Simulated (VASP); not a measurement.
BN: stress against strain

BN (layered hexagonal, P6_3/mmc, 9.272 Å³/atom and stress up to 0.13 GPa in the relaxed cell, c along z) under an equal strain ε along x and y, with z held. PBEsol in VASP (plane waves, PAW), 600 eV, 18×18×6 Γ-centred mesh, Gaussian smearing 0.05 eV; ions are relaxed, or left where forces stay under 0.02 eV/Å, within the symmetry of each cell. Stress is positive for a compressed cell.

Here s stands for strain and y for stress xx.

| strain (%) | stress xx (GPa) |
|---|---|
| -3.00 | ? |
| -1.50 | 16.89 |
| -1.00 | 10.95 |
| -0.50 | 5.30 |
| 0.00 | -0.10 |
| 0.50 | -5.23 |
| 1.00 | -10.13 |
| 1.50 | -14.78 |

Task: Using a straight line, estimate the missing y at s = -3.00 from the other rows, showing the fit.

Result: Means: s 0, y 0.414. About the means, the sum of products is -73.850 and the sum of squares of s is 7.0000; the slope is their ratio. Least squares gives y = 0.414 - 10.5500·s. Residuals (row less fit): 0.651, -0.014, -0.389, -0.514, -0.369, 0.006, 0.631; standard error 0.524 (degrees of freedom: 5). The slope gives the elastic constants C11 + C12 = 1055 ± 20 GPa (± standard error of the fit, which holds the terms cut off). At the withheld row, y = 0.414 - 10.5500 × (-3.0) = 32.064 GPa. The calculation gives 36.47 GPa, 4.406 GPa above the prediction (8.6 % of the range of y in the table). The row lies outside the fitted rows, so this is an extrapolation. From the scatter of the fitted rows alone, a prediction at this place has a standard error of 0.817 GPa, so the miss is 5.4 times that.

A polynomial of degree 2 through the 12 other runs of the series gives 36.23 there, so most of the miss is curvature that the fit leaves out. For BN: without a dispersion term in the relaxation, distances and binding between the weakly bound layers, chains or molecules are unreliable, and so is what depends on them. Rows are the converged runs of the series near zero and its far end, less any whose ions stayed unrelaxed beside relaxed ones; series whose fitted rows scatter by over a few per cent of the range, as at a crossing or softening among them, aren't shown in this form. Most that stay on the fit to the last digits aren't either.
